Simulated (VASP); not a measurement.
```
CELL_PARAMETERS angstrom
     -1.88928     1.88928     4.41831
      1.88928    -1.88928     4.41831
      1.88928     1.88928    -4.41831
ATOMIC_POSITIONS crystal
  Li 0.25000 0.75000 0.50000
  Mg 0.75000 0.25000 0.50000
  B  0.50000 0.50000 0.00000
  N  0.65196 0.65196 0.00000
  N  0.34804 0.34804 0.00000
```

These are PBEsol GGA, VASP's PBE PAW potentials (set 64) (plane waves; VASP 6.6.1) values and carry that method's errors. Numerical set-up: 520 eV cut-off, 9×9×9 Γ-centred mesh, tetrahedra with Blöchl corrections, potentials Li_sv Mg B N.

The cores are frozen, which limits the accuracy of field gradients.

Problem. Give the principal components of the electric field gradient (V/Å²) and the asymmetry η at each nucleus.

Solution. 
```csv
atom,Vxx,Vyy,Vzz,η
Li1,-0.2,-0.2,0.4,-
Mg2,-11.4,-11.4,22.8,0.00
B3,24.1,24.1,-48.1,0.00
N4,6.0,0.2,-6.2,0.95
N5,6.0,0.2,-6.2,0.95
```

The structure comes from a computed database's LiMgBN2 entry (I-4m2); how it stands against other phases isn't given here. It was relaxed first.
